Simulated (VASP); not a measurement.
```yaml
crystal:
  lattice:
    - [1.58064, -2.73775, 0.00000]
    - [1.58064, 2.73775, 0.00000]
    - [0.00000, 0.00000, 4.98636]
  atoms:
    - { symbol: Hf, position: [0.33333, 0.66667, 0.25000] }
    - { symbol: Hf, position: [0.66667, 0.33333, 0.75000] }
```

Method: MS2 meta-GGA, VASP's PBE PAW potentials (set 64) (plane waves; VASP). Numerical set-up: 520 eV cut-off, 15×15×8 Γ-centred mesh, tetrahedra with Blöchl corrections, potentials Hf_pv.

Unless said otherwise, spin-orbit coupling is left out, though it shifts the bands of the heavy elements here.

Problem. What does the run give for the energy per atom (σ→0), band gap (over mesh and band path) with the smallest direct gap where there is one?

Solution. 
| Property | Value |
|---|---|
| band gap (over mesh and band path) | none (metal, semimetal or under 0.01 eV) |
| energy per atom (σ→0) | 6524 meV/atom |

The absolute energy has meaning only against runs of the same code, potentials and settings.

The compound is Hf in the hcp structure. It was relaxed first.
